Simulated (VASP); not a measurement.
A convergence study with VASP on SiO$_{2}$ (rutile): one setting is varied, all else stays as given below, so the limit is that of these other settings.

```
O2Si
1.0
    4.18000     0.00000     0.00000
    0.00000     4.18000     0.00000
    0.00000     0.00000     2.67000
Si O
2 4
Cartesian
  0.00000   0.00000   0.00000
  2.09000   2.09000   1.33500
  1.27908   1.27908   0.00000
  3.36908   0.81092   1.33500
  0.81092   3.36908   1.33500
  2.90092   2.90092   0.00000
```

All values below come from PBE GGA, VASP's PBE PAW potentials (set 64) (plane waves; VASP). The tightest run used: 700 eV cut-off, 11×11×17 Γ-centred mesh, tetrahedra with Blöchl corrections, potentials Si O.

Gaps are read on the run's mesh, which can miss a band edge.

Problem. The settings run are 2×2×3 mesh; 3×3×4 mesh; 3×3×5 mesh; 4×4×6 mesh; 5×5×7 mesh; 5×5×8 mesh; 6×6×9 mesh; 7×7×10 mesh; 7×7×11 mesh; 8×8×12 mesh; 9×9×13 mesh; 9×9×14 mesh; 10×10×15 mesh; 11×11×16 mesh; 11×11×17 mesh. From which on does the energy per atom stay within 0.01 eV/atom of the tightest run?

Solution. From 3×3×4 mesh on: it is off by 0.0025 there and by no more than 0.01 in any finer run, while 2×2×3 mesh is off by 0.0191.
```tsv
setting	E (eV/atom)	pressure (GPa)	largest force (eV/Å)	gap on the mesh (eV)	irreducible k-points	difference judged (eV/atom)
2×2×3 mesh	-7.6972	9.89	0.085	5.562	6	0.0191
3×3×4 mesh	-7.7138	9.86	0.103	5.571	9	0.0025
3×3×5 mesh	-7.7158	9.85	0.103	5.572	9	0.0006
4×4×6 mesh	-7.7162	9.86	0.103	5.572	24	0.0001
5×5×7 mesh	-7.7163	9.86	0.103	5.572	24	0.0000
5×5×8 mesh	-7.7163	9.86	0.103	5.572	30	0.0000
6×6×9 mesh	-7.7163	9.86	0.103	5.572	50	0.0000
7×7×10 mesh	-7.7163	9.86	0.103	5.572	60	0.0000
7×7×11 mesh	-7.7163	9.86	0.103	5.572	60	0.0000
8×8×12 mesh	-7.7163	9.86	0.103	5.572	105	0.0000
9×9×13 mesh	-7.7163	9.86	0.103	5.572	105	0.0000
9×9×14 mesh	-7.7163	9.86	0.103	5.572	120	0.0000
10×10×15 mesh	-7.7163	9.86	0.103	5.572	168	0.0000
11×11×16 mesh	-7.7163	9.86	0.103	5.572	189	0.0000
11×11×17 mesh	-7.7163	9.86	0.103	5.572	189	0.0000
```

Left out are rungs that failed or repeat a setting and relaxations that didn't move; long series are thinned to 24 rows.

The compound is SiO2 in the rutile structure, stishovite, a high-pressure form. The cell was not relaxed at this level, forces remain on its atoms.
